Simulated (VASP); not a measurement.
Data:

```yaml
crystal:
  lattice:
    - [0.00000, 3.01410, 3.01410]
    - [3.01410, 0.00000, 3.01410]
    - [3.01410, 3.01410, 0.00000]
  atoms:
    - { symbol: Al, position: [0.25000, 0.25000, 0.25000] }
    - { symbol: Al, position: [0.75000, 0.75000, 0.75000] }
    - { symbol: Pt, position: [0.00000, 0.00000, 0.00000] }
```

Method: PBE GGA, VASP's PBE PAW potentials (set 64) (plane waves; VASP). Run with 400 eV cut-off, 8×8×8 Γ-centred mesh, tetrahedra, potentials Al Pt.

Task: Give the stress tensor in GPa (positive for a compressed cell).

Result: 
```
-4.70   0.00   0.00
 0.00  -4.70   0.00
 0.00   0.00  -4.70
```
The pressure is its mean diagonal, -4.70 GPa.

The compound is PtAl2 in the fluorite structure. The cell was not relaxed at this level. The run is one of a series of settings (ISMEAR = -4, SIGMA removed against the base run), some of them coarse on purpose.
